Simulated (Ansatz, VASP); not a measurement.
# Two plane-wave programs on TaF3

```
Ta F
1.0
     3.90120    0.00000    0.00000
     0.00000    3.90120    0.00000
     0.00000    0.00000    3.90120
Ta F
1 3
Cartesian
  0.0000 0.0000 0.0000
  1.9506 0.0000 0.0000
  0.0000 1.9506 0.0000
  0.0000 0.0000 1.9506
```

Alike in both runs: task single point; functional PBE; k mesh 5 × 5 × 5; occupations gaussian, width 0.05 eV; collinear spin; Hubbard terms Ta d U = 5.0 eV.

```csv
,VASP,Ansatz
version,VASP 6.6.1,Ansatz 0.2.0
potentials or method,"VASP PAW PBE potentials, release 64 (Ta_pv, F)","scalar-relativistic, plane waves, PAW"
plane-wave cutoff (eV),520,420
valence electrons in the cell,32,34
```

|  | VASP | Ansatz | Ansatz less VASP |
| --- | --- | --- | --- |
| gap on the k mesh at the Fermi level (eV) | none | none | - |
| net moment per atom (μB) | 0.50 | 0.50 | +0.001 |
| size of the moment on the site where the two differ most (μB) | 1.59 | 0.79 | -0.806 |

Site moments also hang on the region over which each program counts them. The programs project onto different local orbitals, so the same U acts differently. A gap of «none» marks a metal or a gap that the smearing closes. The two sets of potentials don't hold the same shells in valence. Ansatz warned: «filled_band_counts_differ_across_k_points».

 The state reached can hang on the start; a lower one may exist. Spin-orbit coupling is left out, which matters for the levels of Ta.
